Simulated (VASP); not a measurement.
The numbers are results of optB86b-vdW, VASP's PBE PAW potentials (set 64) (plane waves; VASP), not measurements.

VASP input:

### INCAR
```
! general
SYSTEM   = Te
PREC     = Accurate
ENCUT    = 520
LREAL    = .FALSE.
LASPH    = .TRUE.

! electronic loop
EDIFF    = 1E-7
NELM     = 100
ALGO     = Normal
LMAXMIX  = 4

! smearing
ISMEAR   = 0
SIGMA    = 0.05

! functional
GGA      = MK
LUSE_VDW = .TRUE.
AGGAC    = 0.0
PARAM1   = 0.1234
PARAM2   = 1.0

! ions
IBRION   = 2
NSW      = 30
ISIF     = 4
EDIFFG   = -0.01

! output
LWAVE    = .FALSE.
LCHARG   = .FALSE.
```

POSCAR:
```
Te
1
    2.1958038589    -3.8032435601     0.0000000000
    2.1958038589     3.8032435601     0.0000000000
    0.0000000000     0.0000000000     6.0132054813
Te
3
Direct
  0.0000000000   0.2783722336   0.6666670000
  0.7216277664   0.7216277664   0.0000000000
  0.2783722336   0.0000000000   0.3333330000
```

KPOINTS:
```
Regular mesh
0
G
 6 6 4
0 0 0
```

POTCAR, in this order: Te (PBE.64 set). Program: vasp_std.

Output

OUTCAR:
```
 ion  position               nearest neighbor table
   1  0.000  0.278  0.667-   2 2.92   3 2.92   2 3.42   2 3.42   3 3.42   3 3.42
   2  0.722  0.722  0.000-   3 2.92   1 2.92   1 3.42   3 3.42   3 3.42   1 3.42
   3  0.278  0.000  0.333-   2 2.92   1 2.92   2 3.42   2 3.42   1 3.42   1 3.42
  LATTYP: Found a hexagonal cell.
 ALAT       =     4.3916074693
 C/A-ratio  =     1.3692493064
 Subroutine PRICEL returns:
 Original cell was already a primitive cell.
 Subroutine GETGRP returns: Found  6 space group operations
The static configuration has the point symmetry C_2 .
 The point group associated with its full space group is D_3 .
The dynamic configuration has the point symmetry C_2 .
 Subroutine INISYM returns: Found  6 space group operations
 Subroutine IBZKPT returns following result:
 Found     24 irreducible k-points:

 Following reciprocal coordinates:
            Coordinates               Weight
  0.000000  0.000000  0.000000      1.000000
  0.166667  0.000000  0.000000      6.000000
  0.333333  0.000000  0.000000      6.000000
  0.500000  0.000000  0.000000      3.000000
  0.166667  0.166667  0.000000      6.000000
  0.333333  0.166667  0.000000     12.000000
  0.333333  0.333333  0.000000      2.000000
  0.000000  0.000000  0.250000      2.000000
  0.166667  0.000000  0.250000      6.000000
  0.000000  0.166667  0.250000      6.000000
  0.333333  0.000000  0.250000      6.000000
  0.000000  0.333333  0.250000      6.000000
  0.500000  0.000000  0.250000      6.000000
  0.166667  0.166667  0.250000     12.000000
  0.333333  0.166667  0.250000     12.000000
 -0.166667  0.500000  0.250000     12.000000
  0.333333  0.333333  0.250000      4.000000
  0.000000  0.000000  0.500000      1.000000
  0.166667  0.000000  0.500000      6.000000
  0.333333  0.000000  0.500000      6.000000
  0.500000  0.000000  0.500000      3.000000
...
```

**OSZICAR**
```
       N       E                     dE             d eps       ncg     rms          rms(c)
DAV:   1     0.850755809872E+02    0.85076E+02   -0.65543E+03   624   0.111E+03
DAV:   2     0.138733701219E+01   -0.83688E+02   -0.80356E+02   834   0.153E+02
DAV:   3    -0.389959965329E+01   -0.52869E+01   -0.52545E+01   749   0.454E+01
DAV:   4    -0.399317256959E+01   -0.93573E-01   -0.93532E-01   826   0.726E+00
DAV:   5    -0.399466091876E+01   -0.14883E-02   -0.14883E-02   780   0.879E-01    0.123E+01
DAV:   6    -0.398321799387E+01    0.11443E-01   -0.18335E-02   674   0.952E-01    0.780E+00
DAV:   7    -0.398420384409E+01   -0.98585E-03   -0.38086E-02   654   0.140E+00    0.288E-01
DAV:   8    -0.398353659633E+01    0.66725E-03   -0.68412E-03   639   0.536E-01    0.147E-01
DAV:   9    -0.398356830265E+01   -0.31706E-04   -0.19419E-04   777   0.110E-01    0.992E-02
DAV:  10    -0.398360293713E+01   -0.34634E-04   -0.51197E-05   663   0.564E-02    0.267E-02
DAV:  11    -0.398359935357E+01    0.35836E-05   -0.14680E-05   664   0.268E-02    0.896E-03
DAV:  12    -0.398359950412E+01   -0.15055E-06   -0.13170E-06   744   0.778E-03    0.269E-03
DAV:  13    -0.398359942978E+01    0.74345E-07   -0.30575E-07   610   0.430E-03
   1 F= -.39835994E+01 E0= -.39831750E+01  d E =-.398360E+01
```

OUTCAR:
```
------------------------ aborting loop because EDIFF is reached ----------------------------------------
  FORCE on cell =-STRESS in cart. coord.  units (eV):
  Direction    XX          YY          ZZ          XY          YZ          ZX
  --------------------------------------------------------------------------------------
  Total        0.0087324      0.0087324     -0.0297154      0.0000000      0.0000000     -0.0000000
  in kB        0.1393033      0.1393032     -0.4740324      0.0000000      0.0000000     -0.0000000
  external PRESSURE =      -0.0651420 kB  Pullay stress =       0.0000000 kB
  volume of cell :      100.43
      direct lattice vectors                 reciprocal lattice vectors
     2.195803859 -3.803243560  0.000000000     0.227707041 -0.131466732  0.000000000
     2.195803859  3.803243560  0.000000000     0.227707041  0.131466732  0.000000000
     0.000000000  0.000000000  6.013205481     0.000000000  0.000000000  0.166300653
 POSITION                                       TOTAL-FORCE (eV/Angst)
 -----------------------------------------------------------------------------------
      0.61125      1.05872      4.00881         0.001405      0.002433      0.000000
      3.16911      0.00000      0.00000        -0.002810      0.000000      0.000000
      0.61125     -1.05872      2.00440         0.001405     -0.002433     -0.000000
 -----------------------------------------------------------------------------------
    total drift:                               -0.000181     -0.000395      0.000014
  FREE ENERGIE OF THE ION-ELECTRON SYSTEM (eV)
  ---------------------------------------------------
  free  energy   TOTEN  =        -3.9835994298 eV

  energy  without entropy=       -3.9827506156  energy(sigma->0) =       -3.98317502

 reached required accuracy - stopping structural energy minimisation
```
(Selected blocks of OUTCAR.)

### OUTCAR
```
 val. band max:        6.0277739013   @ k =   0.3333   0.3333   0.5000

 cond. band min:       6.0770849095   @ k =   0.3333   0.3333   0.5000


 Fermi energy:         6.0619252770

 k-point     1 :       0.0000    0.0000    0.0000
  band No.  band energies     occupation
      1      -7.5637      2.00000
      2      -4.3472      2.00000
      3      -4.3472      2.00000
      4       3.1704      2.00000
      5       3.4483      2.00000
      6       3.4483      2.00000
      7       4.3813      2.00000
      8       4.3813      2.00000
      9       5.0801      2.00000
     10       6.9999      0.00000
     11       6.9999      0.00000
     12       7.6856      0.00000
     13      11.0200      0.00000

 k-point     2 :       0.1667    0.0000    0.0000
  band No.  band energies     occupation
      1      -7.3623      2.00000
      2      -4.3980      2.00000
      3      -4.2896      2.00000
      4       1.9675      2.00000
      5       2.6255      2.00000
      6       3.0092      2.00000
      7       4.9204      2.00000
      8       5.1411      2.00000
      9       5.3762      2.00000
     10       6.7389      0.00000
     11       6.8412      0.00000
     12       7.4183      0.00000
     13      10.3242      0.00000

 k-point     3 :       0.3333    0.0000    0.0000
  band No.  band energies     occupation
      1      -6.8200      2.00000
      2      -4.7278      2.00000
      3      -4.1546      2.00000
      4       1.1844      2.00000
      5       1.8128      2.00000
      6       2.4554      2.00000
      7       3.6037      2.00000
      8       5.2396      2.00000
      9       5.2958      2.00000
     10       6.7075      0.00000
     11       6.9019      0.00000
     12       8.7016      0.00000
     13       9.2341      0.00000

 k-point     4 :       0.5000    0.0000    0.0000
  band No.  band energies     occupation
      1      -6.3588      2.00000
      2      -5.1380      2.00000
      3      -4.0775      2.00000
...
```

Unless said otherwise, spin-orbit coupling is left out, though it shifts the bands of the heavy elements here.

The compound is Te in the trig structure. It was relaxed first.
